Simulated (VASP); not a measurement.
Computed with rev-vdW-DF2, VASP's PBE PAW potentials (set 64) (plane waves; VASP).

The input files of a VASP run:

File POSCAR:
```
Dy
1
    1.8226541911    -3.1569294628     0.0000000000
    1.8226541911     3.1569294628     0.0000000000
    0.0000000000     0.0000000000     5.6384147572
Dy
2
Direct
  0.3333330000   0.6666670000   0.2500000000
  0.6666670000   0.3333330000   0.7500000000
```

**INCAR**
```
# general
SYSTEM    =  Dy
PREC      =  Accurate
ENCUT     =  520   # plane-wave cut-off (eV)
LREAL     =  .FALSE.   # projection in real space or not
LASPH     =  .TRUE.   # aspherical one-centre terms

# electronic loop
EDIFF     =  1E-7   # SCF stop (eV)
NELM      =  100
ALGO      =  Normal   # blocked Davidson
LMAXMIX   =  6   # l cut-off of mixed one-centre charges

# smearing
ISMEAR    =  1
SIGMA     =  0.1   # width (eV)

# functional
GGA       =  MK
LUSE_VDW  =  .TRUE.
AGGAC     =  0.0
PARAM1    =  0.1234568
PARAM2    =  0.7114
ZAB_VDW   =  -1.8867

# ions
IBRION    =  2   # conjugate gradients
NSW       =  30   # most ionic steps
ISIF      =  4
EDIFFG    =  -0.01

# output
LWAVE     =  .FALSE.
LCHARG    =  .FALSE.
```

### KPOINTS
```
Automatic mesh
0
Gamma
12 12 7
0 0 0
```

POTCAR, in this order: Dy_3 (PBE.64 set). Program: vasp_std.

Output of the run:

OSZICAR:
```
       N       E                     dE             d eps       ncg     rms          rms(c)
DAV:   1     0.539293546622E+02    0.53929E+02   -0.87175E+03  1976   0.123E+03
DAV:   2    -0.110282290064E+01   -0.55032E+02   -0.54041E+02  2001   0.310E+02
DAV:   3    -0.437016802046E+01   -0.32673E+01   -0.30570E+01  2743   0.408E+01
DAV:   4    -0.450498933728E+01   -0.13482E+00   -0.13150E+00  2723   0.879E+00
DAV:   5    -0.450845144186E+01   -0.34621E-02   -0.34603E-02  2814   0.996E-01    0.234E+01
DAV:   6    -0.451527510158E+01   -0.68237E-02   -0.21918E-02  3060   0.137E+00    0.140E+01
DAV:   7    -0.452685841970E+01   -0.11583E-01   -0.41003E-02  3037   0.192E+00    0.231E-01
DAV:   8    -0.452676866254E+01    0.89757E-04   -0.21913E-03  2461   0.375E-01    0.738E-02
DAV:   9    -0.452681263856E+01   -0.43976E-04   -0.24299E-04  2428   0.133E-01    0.331E-02
DAV:  10    -0.452680926246E+01    0.33761E-05   -0.59336E-05  2621   0.617E-02    0.528E-02
DAV:  11    -0.452680931281E+01   -0.50350E-07   -0.10856E-05  2411   0.250E-02    0.174E-03
DAV:  12    -0.452680957155E+01   -0.25874E-06   -0.83387E-07  2705   0.859E-03    0.461E-03
DAV:  13    -0.452680944939E+01    0.12216E-06   -0.10088E-07  1478   0.271E-03    0.627E-04
DAV:  14    -0.452680944557E+01    0.38237E-08   -0.18317E-08  1418   0.154E-03
   1 F= -.45268094E+01 E0= -.45259811E+01  d E =-.452681E+01
       N       E                     dE             d eps       ncg     rms          rms(c)
DAV:   1    -0.452812243719E+01   -0.13130E-02   -0.46500E-02  1976   0.163E+00    0.141E-01
DAV:   2    -0.452752266716E+01    0.59977E-03   -0.98619E-04  2581   0.336E-01    0.881E-02
DAV:   3    -0.452724463226E+01    0.27803E-03   -0.32463E-04  2528   0.148E-01    0.481E-02
DAV:   4    -0.452724614630E+01   -0.15140E-05   -0.62972E-05  2882   0.600E-02    0.220E-02
DAV:   5    -0.452724620413E+01   -0.57824E-07   -0.14490E-06  2586   0.907E-03    0.819E-03
DAV:   6    -0.452724608854E+01    0.11559E-06   -0.24646E-07  2241   0.383E-03    0.153E-03
DAV:   7    -0.452724607718E+01    0.11361E-07   -0.27739E-08  1223   0.156E-03
   2 F= -.45272461E+01 E0= -.45265108E+01  d E =-.436632E-03
       N       E                     dE             d eps       ncg     rms          rms(c)
DAV:   1    -0.452857618468E+01   -0.13301E-02   -0.60806E-02  1976   0.187E+00    0.161E-01
DAV:   2    -0.452778416920E+01    0.79202E-03   -0.12958E-03  2566   0.384E-01    0.101E-01
DAV:   3    -0.452741993462E+01    0.36423E-03   -0.42268E-04  2543   0.168E-01    0.566E-02
DAV:   4    -0.452742147144E+01   -0.15368E-05   -0.82360E-05  2861   0.686E-02    0.255E-02
DAV:   5    -0.452742151277E+01   -0.41337E-07   -0.17221E-06  2646   0.994E-03    0.908E-03
DAV:   6    -0.452742136317E+01    0.14960E-06   -0.32952E-07  2421   0.444E-03    0.160E-03
DAV:   7    -0.452742135147E+01    0.11701E-07   -0.35978E-08  1148   0.175E-03
   3 F= -.45274214E+01 E0= -.45268095E+01  d E =-.611906E-03
```

OUTCAR:
```
------------------------ aborting loop because EDIFF is reached ----------------------------------------
  FORCE on cell =-STRESS in cart. coord.  units (eV):
  Direction    XX          YY          ZZ          XY          YZ          ZX
  --------------------------------------------------------------------------------------
  Total       -0.9533860     -0.9533859     -0.9529786     -0.0000000      0.0000000      0.0000000
  in kB      -23.5409057    -23.5409031    -23.5308469     -0.0000000      0.0000000      0.0000000
  external PRESSURE =     -23.5375519 kB  Pullay stress =       0.0000000 kB
  volume of cell :       64.89
      direct lattice vectors                 reciprocal lattice vectors
     1.816761055 -3.146722274 -0.000000000     0.275215058 -0.158895497  0.000000000
     1.816761055  3.146722274  0.000000000     0.275215058  0.158895497  0.000000000
     0.000000000  0.000000000  5.675053369     0.000000000 -0.000000000  0.176209797
 POSITION                                       TOTAL-FORCE (eV/Angst)
 -----------------------------------------------------------------------------------
      1.81676      1.04891      1.41876         0.000000      0.000000      0.000000
      1.81676     -1.04891      4.25629        -0.000000      0.000000      0.000000
 -----------------------------------------------------------------------------------
    total drift:                                0.000000      0.000104     -0.000011
  FREE ENERGIE OF THE ION-ELECTRON SYSTEM (eV)
  ---------------------------------------------------
  free  energy   TOTEN  =        -4.5274213515 eV

  energy  without entropy=       -4.5255858773  energy(sigma->0) =       -4.52680953

 reached required accuracy - stopping structural energy minimisation
```
(Selected blocks of OUTCAR.)

File CONTCAR:
```
Dy
   1.00000000000000
     1.8167610553439368   -3.1467222736655081   -0.0000000000000000
     1.8167610553439368    3.1467222736655081    0.0000000000000000
     0.0000000000000000    0.0000000000000000    5.6750533687883227
  Dy
     2
Direct
     0.3333330000000032    0.6666669999999968    0.2500000000000000
     0.6666669999999968    0.3333330000000032    0.7500000000000000
```

The 4f electrons are frozen in the core of the lanthanide potential, so 4f levels, which can set the real gap, and their magnetism are missing.

The compound is Dy in the hcp structure. This cell is one point of a volume scan, at 1.06 of the reference volume. Symmetry was kept, so distortions that lower it aren't found.
